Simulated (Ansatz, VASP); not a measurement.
# GaSb: VASP beside Ansatz

One calculation is typed for both programs; each brings its own data sets. How far apart do they land? The cell is taken from a series of runs on this material, whose earlier steps may have relaxed, scaled, displaced or heated it; both programs get it as it stands.

Method: plane waves, with VASP 6.6.1 beside it; zone-centre phonons at PBEsol, in Ansatz 0.2.0.

### 1. Set-up

It takes space group R3m (No. 160, trigonal). The conventional cell has a = 4.365 Å, b = 4.365 Å, c = 10.534 Å, α = 90.00°, β = 90.00°, γ = 120.00°. Nearest to Ga lie 4 Sb at 2.65 to 2.66 Å. Sb has 4 Ga at 2.65 to 2.66 Å nearest. Farther neighbours are not listed.

Coordinates:

```cif
data_structure
_symmetry_space_group_name_H-M 'R3m:H'
_symmetry_Int_Tables_number 160
_cell_length_a 4.3647
_cell_length_b 4.3647
_cell_length_c 10.5344
_cell_angle_alpha 90.000
_cell_angle_beta 90.000
_cell_angle_gamma 120.000
_cell_volume 173.80
loop_
_atom_site_label
_atom_site_type_symbol
_atom_site_symmetry_multiplicity
_atom_site_Wyckoff_symbol
_atom_site_fract_x
_atom_site_fract_y
_atom_site_fract_z
_atom_site_occupancy
Ga1 Ga 3 a 0.33333 0.66667 0.66740 1
Sb1 Sb 3 a 0.33333 0.66667 0.41593 1
```

### 2. VASP: zone-centre phonons, PBEsol

Second derivatives magnify differences that forces hide, and they need a tight electronic threshold.

Lines of VASP's logs that name or quote its potential files are left out, and so is its time.

INCAR

```
SYSTEM = GaSb
PREC = Accurate
ENCUT = 500
EDIFF = 1E-08
NELM = 120
ISMEAR = 1
SIGMA = 0.2
LREAL = .FALSE.
ALGO = Normal
GGA = PS
NBANDS = 15
LORBIT = 11
LWAVE = .FALSE.
LCHARG = .FALSE.
ISIF = 2
IBRION = 8
LASPH = .TRUE.
GGA_COMPAT = .FALSE.
EFERMI = MIDGAP
KPAR = 2
```

POSCAR

```
GaSb
1.0
   -0.0302024616      3.0561235353      3.0561235353
    3.0561235353     -0.0302024616      3.0561235353
    3.0561235353      3.0561235353     -0.0302024616
Ga Sb
1 1
Direct
    0.0007332399      0.0007332399      0.0007332399
    0.7492667601      0.7492667601      0.7492667601
```

KPOINTS

```
Automatic mesh
0
Gamma
12 12 12
0 0 0
```

Potentials, in the order of the species: Ga_d and Sb (PBE family, release 64).

Started as:

```console
$ mpirun -np 2 vasp_std
```

Numbers of over 12 decimals in the logs are rounded to 6 here.

The log of the run:

```text
[banner, memory and clock lines left out]
running    2 mpi-ranks, on    1 nodes
 distrk:  each k-point on    1 cores,    2 groups
 distr:  one band on    1 cores,    1 groups

 POSCAR found type information on POSCAR GaSb
 POSCAR found :  2 types and       2 ions
|                                                                             |
|               ----> ADVICE to this user running VASP <----                  |
|                                                                             |
|     You enforced a specific xc type in the INCAR file but a different       |
|     [... a line on the potential file left out ...]
|     I HOPE YOU KNOW WHAT YOU ARE DOING!                                     |
|                                                                             |

 LDA part: xc-table for (Slater+PW92), standard interpolation
 POSCAR, INCAR and KPOINTS ok, starting setup
 FFT: planning ... GRIDC
 FFT: planning ... GRID_SOFT
 FFT: planning ... GRID
 WAVECAR not read
 entering main loop
       N       E                     dE             d eps       ncg     rms          rms(c)
DAV:   1     0.797351897162E+02    0.79735E+02   -0.84817E+03  5725   0.145E+03
DAV:   2    -0.215997424435E+01   -0.81895E+02   -0.79114E+02  6636   0.300E+02
DAV:   3    -0.813864506181E+01   -0.59787E+01   -0.59604E+01  6664   0.666E+01
DAV:   4    -0.824552754010E+01   -0.10688E+00   -0.10686E+00  7061   0.101E+01
DAV:   5    -0.824813853091E+01   -0.26110E-02   -0.26109E-02  7312   0.137E+00    0.308E+00
DAV:   6    -0.817594288454E+01    0.72196E-01   -0.87279E-02  7381   0.518E+00    0.180E+00
DAV:   7    -0.815090152485E+01    0.25041E-01   -0.43188E-02  7140   0.195E+00    0.360E-01
DAV:   8    -0.815091554696E+01   -0.14022E-04   -0.48827E-03  7462   0.874E-01    0.959E-02
DAV:   9    -0.815119749361E+01   -0.28195E-03   -0.44583E-04  6504   0.175E-01    0.353E-02
DAV:  10    -0.815119428131E+01    0.32123E-05   -0.20713E-05  7551   0.406E-02    0.919E-03
DAV:  11    -0.815120414854E+01   -0.98672E-05   -0.12315E-05  6510   0.246E-02    0.444E-03
DAV:  12    -0.815120431037E+01   -0.16183E-06   -0.51025E-07  7364   0.717E-03    0.673E-04
DAV:  13    -0.815120429474E+01    0.15629E-07   -0.40337E-08  6609   0.137E-03    0.425E-04
DAV:  14    -0.815120433883E+01   -0.44089E-07   -0.41711E-09  5894   0.785E-04    0.316E-05
DAV:  15    -0.815120434273E+01   -0.39013E-08   -0.58918E-10  3976   0.302E-04
   1 F= -.81512043E+01 E0= -.81513489E+01  d E =0.433539E-03
 Linear response reoptimize wavefunctions to high precision
DAV:   1    -0.815120433975E+01    0.29804E-08   -0.14662E-10  4410   0.159E-04
DAV:   2    -0.815120433975E+01   -0.90949E-12   -0.40865E-11  3556   0.637E-05
 Linear response DOF=           2
 Linear response progress:
  Degree of freedom:   1/  2
       N       E                     dE             d eps       ncg     rms          rms(c)
RMM:   1    -0.165900892466E+00   -0.16590E+00    0.65158E-02 17797   0.798E+00
RMM:   2    -0.164838920301E+00    0.10620E-02   -0.27262E-02 26872   0.134E+00    0.385E-02
RMM:   3    -0.164886876257E+00   -0.47956E-04   -0.32174E-03 27955   0.419E-01    0.258E-02
RMM:   4    -0.164764529793E+00    0.12235E-03   -0.13086E-03 30315   0.193E-01    0.123E-02
RMM:   5    -0.164768171238E+00   -0.36414E-05   -0.65667E-05 29575   0.521E-02    0.434E-03
RMM:   6    -0.164776116423E+00   -0.79452E-05   -0.10855E-05 29731   0.220E-02    0.425E-04
RMM:   7    -0.164774681167E+00    0.14353E-05   -0.62189E-06 29103   0.952E-03    0.435E-04
RMM:   8    -0.164776533826E+00   -0.18527E-05   -0.85120E-07 29197   0.448E-03    0.137E-04
RMM:   9    -0.164777962976E+00   -0.14292E-05    0.39277E-07 29514   0.207E-03    0.448E-05
RMM:  10    -0.164778649788E+00   -0.68681E-06   -0.16441E-07 28908   0.105E-03    0.190E-05
RMM:  11    -0.164778717166E+00   -0.67378E-07   -0.27926E-07 30254   0.516E-04    0.843E-06
RMM:  12    -0.164778666885E+00    0.50281E-07    0.42413E-08 29608   0.251E-04    0.119E-05
RMM:  13    -0.164778755197E+00   -0.88311E-07    0.76531E-08 29359   0.132E-04    0.449E-06
RMM:  14    -0.164778775685E+00   -0.20489E-07    0.51442E-08 30075   0.717E-05    0.284E-06
RMM:  15    -0.164778794696E+00   -0.19011E-07    0.61341E-09 29435   0.421E-05    0.128E-06
RMM:  16    -0.164778811603E+00   -0.16908E-07    0.13490E-08 29434   0.274E-05    0.596E-07
RMM:  17    -0.164778805443E+00    0.61606E-08    0.72570E-09 23308   0.195E-05    0.531E-07
 first order change of Fermi-energy   0.66106E+00
 force on displaced ion       1 direction 1 :  -7.571  -0.047  -0.047
 Linear response progress:
  Degree of freedom:   2/  2
       N       E                     dE             d eps       ncg     rms          rms(c)
RMM:   1    -0.283643130749E-01   -0.28364E-01    0.66998E-03 28674   0.134E+00
RMM:   2    -0.257061093876E-01    0.26582E-02   -0.34087E-03 26256   0.368E-01    0.650E-02
RMM:   3    -0.256516183143E-01    0.54491E-04   -0.18990E-04 28862   0.990E-02    0.355E-02
RMM:   4    -0.256997918681E-01   -0.48174E-04   -0.35444E-05 28836   0.430E-02    0.433E-03
RMM:   5    -0.257100017505E-01   -0.10210E-04   -0.47619E-06 30180   0.149E-02    0.274E-03
RMM:   6    -0.257036888767E-01    0.63129E-05   -0.10310E-06 28419   0.493E-03    0.675E-04
RMM:   7    -0.257025889406E-01    0.10999E-05   -0.12971E-07 29886   0.156E-03    0.251E-04
RMM:   8    -0.257019348257E-01    0.65411E-06   -0.44947E-08 28476   0.573E-04    0.661E-05
RMM:   9    -0.257018928977E-01    0.41928E-07   -0.14249E-08 28990   0.219E-04    0.249E-05
RMM:  10    -0.257019271060E-01   -0.34208E-07   -0.13259E-08 28797   0.847E-05    0.338E-06
RMM:  11    -0.257019234071E-01    0.36989E-08   -0.14219E-08 29948   0.310E-05    0.418E-06
 first order change of Fermi-energy  -0.66066E+00
 force on displaced ion       2 direction 1 :  -7.572  -0.056  -0.056
 Linear response finished
```

OUTCAR, selected parts (step 2):

```text
ion  position               nearest neighbor table
   1  0.001  0.001  0.001-   2 2.65   2 2.66   2 2.66   2 2.66
   2  0.749  0.749  0.749-   1 2.65   1 2.66   1 2.66   1 2.66

  LATTYP: Found a trigonal (rhomboedric) cell.
 ALAT       =     4.3221168789
 COS(alpha) =     0.4900934623

 Subroutine GETGRP returns: Found  6 space group operations
 (whereof  6 operations were pure point group operations)

The static configuration has the point symmetry C_3v.

 Found    189 irreducible k-points:

   k-points           NKPTS =    189   k-points in BZ     NKDIM =    189   number of bands    NBANDS=     15

   dimension x,y,z NGX =    32 NGY =   32 NGZ =   32
   dimension x,y,z NGXF=    64 NGYF=   64 NGZF=   64

   ENCUT  =  500.0 eV  36.75 Ry    6.06 a.u.   7.88  7.88  7.88*2*pi/ulx,y,z

   NELECT =      18.0000    total number of electrons

 k-points in reciprocal lattice and weights: Automatic mesh
   0.00000000  0.00000000  0.00000000       0.001
   0.08333333  0.00000000  0.00000000       0.003
   0.16666667  0.00000000 -0.00000000       0.003
   0.25000000  0.00000000  0.00000000       0.003
   0.33333333  0.00000000  0.00000000       0.003
   0.41666667  0.00000000  0.00000000       0.003
   0.50000000  0.00000000  0.00000000       0.002
   0.08333333  0.08333333 -0.00000000       0.003
   0.16666667  0.08333333  0.00000000       0.007
[...]
-0.41666667  0.50000000  0.41666667       0.003
   0.50000000  0.50000000  0.50000000       0.001

 average (electrostatic) potential at core
       1 -65.6490       2 -87.6023

  Total       -0.2408417     -0.2408417     -0.2408417      0.1342739      0.1342739      0.1342739
  in kB       -6.6605339     -6.6605339     -6.6605339      3.7133768      3.7133768      3.7133768
  external PRESSURE =      -6.6605339 kB  Pullay stress =       0.0000000 kB

  energy-cutoff  :      500.00
  volume of cell :       57.93
      direct lattice vectors                 reciprocal lattice vectors
    -0.030202462  3.056123535  3.056123535    -0.161200431  0.162809412  0.162809412
     3.056123535 -0.030202462  3.056123535     0.162809412 -0.161200431  0.162809412
     3.056123535  3.056123535 -0.030202462     0.162809412  0.162809412 -0.161200431

 POSITION                                       TOTAL-FORCE (eV/Angst)
 -----------------------------------------------------------------------------------
      0.00446      0.00446      0.00446         0.000229      0.000229      0.000229
      4.55707      4.55707      4.55707        -0.000229     -0.000229     -0.000229
 -----------------------------------------------------------------------------------
    total drift:                                0.000246      0.000246      0.000246

 Eigenvectors and eigenvalues of the dynamical matrix
 ----------------------------------------------------

   1 f  =    6.503735 THz    40.864170 2PiTHz  216.941234 cm-1    26.897273 meV
             X         Y         Z           dx          dy          dz
      0.004460  0.004460  0.004460    -0.460174   -0.460174   -0.460174
      4.557074  4.557074  4.557074     0.348674    0.348674    0.348674

   2 f  =    6.438967 THz    40.457220 2PiTHz  214.780806 cm-1    26.629414 meV
             X         Y         Z           dx          dy          dz
      0.004460  0.004460  0.004460     0.241537   -0.644502    0.402965
      4.557074  4.557074  4.557074    -0.182687    0.487471   -0.304784

   3 f  =    6.438967 THz    40.457220 2PiTHz  214.780806 cm-1    26.629414 meV
             X         Y         Z           dx          dy          dz
      0.004460  0.004460  0.004460     0.604755   -0.093200   -0.511555
      4.557074  4.557074  4.557074    -0.457408    0.070492    0.386916

   4 f/i=    0.001635 THz     0.010271 2PiTHz    0.054528 cm-1     0.006761 meV
             X         Y         Z           dx          dy          dz
      0.004460  0.004460  0.004460    -0.227286   -0.264780    0.492066
      4.557074  4.557074  4.557074    -0.300502   -0.350075    0.650577

   5 f/i=    0.001635 THz     0.010271 2PiTHz    0.054528 cm-1     0.006761 meV
             X         Y         Z           dx          dy          dz
      0.004460  0.004460  0.004460     0.436965   -0.415318   -0.021647
      4.557074  4.557074  4.557074     0.577727   -0.549106   -0.028621

   6 f/i=    0.003920 THz     0.024632 2PiTHz    0.130769 cm-1     0.016213 meV
             X         Y         Z           dx          dy          dz
      0.004460  0.004460  0.004460     0.348674    0.348674    0.348674
      4.557074  4.557074  4.557074     0.460174    0.460174    0.460174

 ELASTIC MODULI CONTR FROM IONIC RELAXATION (kBar)
 Direction    XX          YY          ZZ          XY          YZ          ZX
 --------------------------------------------------------------------------------
 XX          -0.2967     -0.2870     -0.2870     -3.5712     -4.7944     -3.6941
 YY          -0.2870     -0.2967     -0.2870     -3.6941     -3.5712     -4.7944
 ZZ          -0.2870     -0.2870     -0.2967     -4.7944     -3.6941     -3.5712
 XY          -3.5712     -3.6941     -4.7944   -149.4590     -8.7812     -8.7812
 YZ          -4.7944     -3.5712     -3.6941     -8.7812   -149.4590     -8.7812
 ZX          -3.6941     -4.7944     -3.5712     -8.7812     -8.7812   -149.4590
 --------------------------------------------------------------------------------
```

The gap is read on the k-mesh alone, so it is an upper bound where the band edges lie off the mesh. Energies printed during the response cycles are not total energies of the cell. The gap is under twice the smearing width, so the edge states are partly filled and the run can't tell a small gap from a semimetal. The PAW data sets were made with PBE, which is usual practice but a small mismatch for other functionals. Methfessel-Paxton smearing is not meant for a cell with a gap.

(Continued in part 2 of 2.)

[Lines on the potential files, build, host, timing and source positions are cut from VASP's logs without a mark.]

[Logs are printed without paths, hosts, clocks, repeated set-up lines and the standing remarks that a program may print on its own settings, such as how far it seeks lower states.]

[Hosts, paths, dates, database ids (printed as entryN), source tags and the programs' standing remarks are cut or masked in the printed files.]
